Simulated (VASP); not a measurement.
```
Ag
1.0
    0.00000     2.08590     2.08590
    2.08590     0.00000     2.08590
    2.08590     2.08590     0.00000
Ag
1
Direct
  0.00000   0.00000   0.00000
```

All values below come from PBE GGA, VASP's PBE PAW potentials (set 64) (plane waves; VASP). Settings: 400 eV cut-off, 14×14×14 Γ-centred mesh, first-order Methfessel-Paxton smearing of 0.10 eV, potentials Ag.

Task: Give the stress tensor in GPa (positive for a compressed cell).

Result: 
```
-1.87   0.00   0.00
 0.00  -1.87   0.00
 0.00   0.00  -1.87
```
The pressure is its mean diagonal, -1.87 GPa.

The compound is Ag in the fcc structure. The cell was not relaxed at this level.
